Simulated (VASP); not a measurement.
OSZICAR of a VASP run on TiSi$_{2}$ (space group Cmcm):

OSZICAR:
```
       N       E                     dE             d eps       ncg     rms          rms(c)
DAV:   1     0.294472909992E+03    0.29447E+03   -0.14544E+04  3128   0.122E+03
DAV:   2    -0.362873308603E+01   -0.29810E+03   -0.29553E+03  3152   0.394E+02
DAV:   3    -0.422178644328E+02   -0.38589E+02   -0.38253E+02  5552   0.117E+02
DAV:   4    -0.446271154639E+02   -0.24093E+01   -0.24031E+01  4088   0.273E+01
DAV:   5    -0.447663363500E+02   -0.13922E+00   -0.13919E+00  4936   0.589E+00    0.185E+01
DAV:   6    -0.417197818098E+02    0.30466E+01   -0.53624E+01  4384   0.503E+01    0.799E+00
DAV:   7    -0.408332912069E+02    0.88649E+00   -0.14485E+01  4192   0.253E+01    0.534E+00
DAV:   8    -0.407329509966E+02    0.10034E+00   -0.11689E+00  4272   0.772E+00    0.930E-01
DAV:   9    -0.407274619593E+02    0.54890E-02   -0.75248E-02  4328   0.208E+00    0.536E-01
DAV:  10    -0.407278403155E+02   -0.37836E-03   -0.79319E-03  4416   0.662E-01    0.152E-01
DAV:  11    -0.407277331086E+02    0.10721E-03   -0.19124E-03  4360   0.292E-01    0.288E-02
DAV:  12    -0.407277253341E+02    0.77745E-05   -0.22195E-04  4328   0.103E-01    0.147E-02
DAV:  13    -0.407277221197E+02    0.32144E-05   -0.25476E-05  4320   0.383E-02    0.207E-03
DAV:  14    -0.407277218780E+02    0.24163E-06   -0.67684E-07  2904   0.625E-03
   1 F= -.40727722E+02 E0= -.40711664E+02  d E =-.321163E-01
```

### Question
Which electronic solver shows in the log?

### Answer
It is blocked Davidson (ALGO = Normal, or the opening steps of other solvers). The INCAR had ALGO = Normal.

### Question
Can the final energy be trusted as converged?

### Answer
The calculation finished and met its thresholds. It stopped with EDIFF = 1E-6, NELM = 100 (PBE GGA, plane waves, VASP's PBE PAW potentials (set 64)).

The structure comes from a computed database's TiSi2 entry; how it stands against other phases isn't given here. The cell was not relaxed at this level.
